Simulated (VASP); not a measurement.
VASP runs on YGa (space group Cmcm) share one base input (LDA (Ceperley-Alder, Perdew-Zunger), plane waves, VASP's LDA PAW potentials (set 64)) and change the settings named in each case.

POSCAR:
```
YGa
1
    2.1510000000    -5.4300000000     0.0000000000
    2.1510000000     5.4300000000     0.0000000000
    0.0000000000     0.0000000000     4.0730000000
Y Ga
2 2
Direct
  0.8620000000   0.1380000000   0.2500000000
  0.1380000000   0.8620000000   0.7500000000
  0.5830000000   0.4170000000   0.2500000000
  0.4170000000   0.5830000000   0.7500000000
```

INCAR:
```
# general
SYSTEM =YGa
PREC   =Accurate
ENCUT  =300   # plane-wave cut-off (eV)
LREAL  =F
LASPH  =T   # aspherical one-centre terms

# electronic loop
EDIFF  =1E-6   # SCF stop (eV)
NELM   =100   # most electronic steps
ALGO   =Normal
LMAXMIX=4   # l cut-off of mixed one-centre charges

# smearing
ISMEAR =-1   # Fermi-Dirac
SIGMA  =0.1   # width (eV)

# ions
ISIF   =2   # forces and stress, cell fixed

# output
LWAVE  =F
LCHARG =F
```

KPOINTS:
```
Regular mesh
0
G
  6 6 6
```

POTCAR, in this order: Y_sv Ga_d (LDA.64 set). Program: vasp_std.

```
change                                                                                                                                      E(σ→0) (eV/atom)  pressure (GPa)  largest force (eV/Å)  −TS (eV)
------------------------------------------------------------------------------------------------------------------------------------------  ----------------  --------------  --------------------  --------
base run                                                                                                                                             -5.9538           -4.21                 0.500   -0.1198
GGA = PS, POTCAR Y_sv Ga_d (PBE.64 set)                                                                                                              -5.7651             ___                   ___       ___
GGA_COMPAT = .FALSE., LNONCOLLINEAR = .TRUE., LSORBIT = .TRUE., MAGMOM = 0.0 0.0 0.0 0.0 0.0 0.0 0.0 0.0 0.0 0.0 0.0 0.0, program vasp_ncl           -5.9828             ___                 0.500   -0.1198
KPOINTS 1×1×1 Γ-centred mesh                                                                                                                         -4.8211           -4.01                 4.347   -0.1720
```

What belongs in the gaps?

- GGA_COMPAT = .FALSE., LNONCOLLINEAR = .TRUE., LSORBIT = .TRUE., MAGMOM = 0.0 0.0 0.0 0.0 0.0 0.0 0.0 0.0 0.0 0.0 0.0 0.0, program vasp_ncl, pressure (GPa): -4.24
- GGA = PS, POTCAR Y_sv Ga_d (PBE.64 set), pressure (GPa): -1.98
- GGA = PS, POTCAR Y_sv Ga_d (PBE.64 set), largest force (eV/Å): 0.501
- GGA = PS, POTCAR Y_sv Ga_d (PBE.64 set), −TS (eV): -0.1184

Energies of different potentials or functionals have different zeros.  At 300 eV the pressure can carry a Pulay error.

Left out are runs that ran out of time, are held back, or changed the cell or the kind of run, fixed moments of cells without a moment, rows past the twelfth, gaps on odd meshes, pressures of charged cells and columns that move by less than the noise.

The structure comes from a measured YGa entry of the Crystallography Open Database, whose conditions weren't checked. The cell was not relaxed at this level, forces remain on its atoms.
